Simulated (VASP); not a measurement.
A run of VASP 6.6.1 is set up as follows.

Contents of INCAR:

```
SYSTEM = Ta
PREC = Accurate
ENCUT = 520
EDIFF = 1E-8
ISMEAR = 0
SIGMA = 0.1
LREAL = .FALSE.
LASPH = .TRUE.
NELM = 100
ALGO = Normal
ISIF = 3
LWAVE = .FALSE.
LCHARG = .FALSE.
GGA = PE
IVDW = 12
IBRION = 6
NFREE = 2
POTIM = 0.015
NSW = 1
```

File KPOINTS:

```
regular mesh
0
G
  18 18 18
  0 0 0
```

The input POSCAR:

```
Ta                                      
1.0
   -1.6428589640      1.6428589640      1.6428589640
    1.6428589640     -1.6428589640      1.6428589640
    1.6428589640      1.6428589640     -1.6428589640
  Ta            
     1
Direct
     0.0000000000000000    0.0000000000000000    0.0000000000000000
```

Potentials or basis: VASP PAW PBE potentials, release 64 (Ta_pv).

Run with:

```console
$ cat potpaw_PBE.64/Ta_pv/POTCAR > POTCAR
$ mpirun -np 1 vasp_std > vasp.out
```

Question: What does it give for the Voigt bulk modulus?

Answer: 207 GPa.

Question: What does it give for the dispersion energy per atom?

Answer: -0.673 eV.

Question: Predict the elastic constants C11, C12, C44.

Answer: 281, 169, 81 GPa.

Elastic tensor in Voigt notation (GPa, in the Cartesian axes of the cell as first typed):
```
281 169 169   0   0   0
169 281 169   0   0   0
169 169 281   0   0   0
  0   0   0  81   0   0
  0   0   0   0  81   0
  0   0   0   0   0  81
```

Caveat: elastic constants of metals need much finer meshes, so these are rough; pairwise dispersion overbinds metals, which lowers pressure and volume. Spin-orbit coupling is left out, which matters for the levels of Ta.
